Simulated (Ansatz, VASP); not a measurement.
# One calculation of CoSi3Ir, two programs

```
Co Si Ir
1.0
     4.24713    0.00000    0.00000
     0.00000    4.24713    0.00000
     0.00000    0.00000    4.24713
Co Si Ir
1 3 1
Direct
  0.50000 0.50000 0.50000
  0.50000 0.50000 0.00000
  0.00000 0.50000 0.50000
  0.50000 0.00000 0.50000
  0.00000 0.00000 0.00000
```

Change from the starting cell: species swapped into the Tb3InN type (Pm-3m, No. 221).

Alike in both runs: task relaxation of cell and atoms; functional PBE; k mesh 10 × 10 × 10; occupations gaussian, width 0.1 eV; no spin polarisation.

|  | VASP | Ansatz |
| --- | --- | --- |
| version | VASP 6.6.1 | Ansatz 0.2.0 |
| potentials or method | VASP PAW PBE potentials, release 64 (Co, Si, Ir) | scalar-relativistic, plane waves, PAW |
| plane-wave cutoff (eV) | 600 | 420 |
| valence electrons in the cell | 30 | 46 |

Ansatz gave:

```
gap on the k mesh at the Fermi level, each at its own relaxed structure (eV) : none
relaxed volume (Å³/atom)                                                     : 15.28
relaxed cell length with the largest relative difference (Å)                 : 4.243
```

**Question.** What did VASP give for the same quantities?

**Answer.** gap on the k mesh at the Fermi level, each at its own relaxed structure (eV): none; relaxed volume (Å³/atom): 15.27; relaxed cell length with the largest relative difference (Å): 4.242.

A gap of «none» marks a metal or a gap that the smearing closes. The two sets of potentials don't hold the same shells in valence.

The runs have no spin-orbit coupling, so splittings on Ir are missing. Spin polarisation is off, so any magnetic state and its effect on volume and gap are missing.
